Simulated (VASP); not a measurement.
Here is the system:

```xyz
2
Lattice="5.4003 0.0000 0.0000 -2.7002 4.6768 0.0000 0.0000 0.0000 8.7679" Properties=species:S:1:pos:R:3 pbc="T T T"
Cs     0.0000     3.1179     2.1920
Cs     2.7002     1.5589     6.5759
```

Method: PBEsol GGA, VASP's PBE PAW potentials (set 64) (plane waves; VASP 6.6.1). Run with 400 eV cut-off, 7×7×4 Γ-centred mesh, first-order Methfessel-Paxton smearing of 0.10 eV, potentials Cs_sv.

Problem. The ions, cell shape and volume are relaxed. What does this cell relax into?

Solution. 
```xyz
2
Lattice="5.3538 0.0000 0.0000 -2.6769 4.6365 0.0000 0.0000 0.0000 8.7519" Properties=species:S:1:pos:R:3 pbc="T T T"
Cs     0.0000     3.0910     2.1880
Cs     2.6769     1.5455     6.5639
```
Space group P6_3/mmc (194), at a tolerance of 0.03 Å.

Problem. How do energy and volume change from the first to the last step?

Solution. The energy (σ→0) changes by -0.4 meV/atom and the volume by -1.9 %, in 3 ionic steps.

```csv
step,E(σ→0) (eV),max force (eV/Å),pressure (GPa),volume (Å³)
1,-1.8885,0.000,-0.05,221.45
2,-1.8889,0.000,-0.04,220.39
3,-1.8894,0.000,-0.01,217.25
```

The structure was generated: Cs was put into the hcp type (P6_3/mmc), which need not be its known phase. This run relaxes it. Symmetry was kept, so distortions that lower it aren't found.
